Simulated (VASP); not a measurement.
Runs of VASP 6.6.1 on AlN. It takes space group P6_3mc (No. 186, hexagonal). Conventional cell: a = 3.113 Å, b = 3.113 Å, c = 4.981 Å, α = 90.00°, β = 90.00°, γ = 120.00°. Al (site symmetry 3m) is surrounded by 4 N at 1.89 Å. Around N (site symmetry 3m) lie 4 Al at 1.89 Å. 

| task | level | cell | k mesh | cutoff (eV) | grid for exact exchange (PRECFOCK) | exchange at q = 0 | screening parameter | gap on the mesh (eV) | pressure (GPa) |
| --- | --- | --- | --- | --- | --- | --- | --- | --- | --- |
| relaxation of cell and atoms | PBE | relaxed | 12 × 12 × 6 | 600 | - | - | - | 4.07 | 0.0 |
| band structure | PBE0 | P6_3mc, 10.62 Å³/atom | 6 × 6 × 4 | 520 | Fast | truncated | - | (a) | -5.1 |
| band structure | PBE | P6_3mc, 10.62 Å³/atom | 6 × 6 × 4 | 520 | Fast | - | - | (b) | 0.1 |
| band structure | HSE06 | P6_3mc, 10.62 Å³/atom | 6 × 6 × 4 | 520 | Fast | - | 0.2 1/A | 5.42 | -5.1 |

Alike in all rows: potentials or basis VASP PAW PBE potentials, release 64 (Al, N); no spin polarisation; smearing gaussian 0.03 eV.

Q: Estimate the missing entries.

A: (a) 6.12; (b) 4.06.

Caveats: the PAW data sets were made with another functional, which shifts forces and pressure a little (some runs).

A k mesh can miss the band edges.
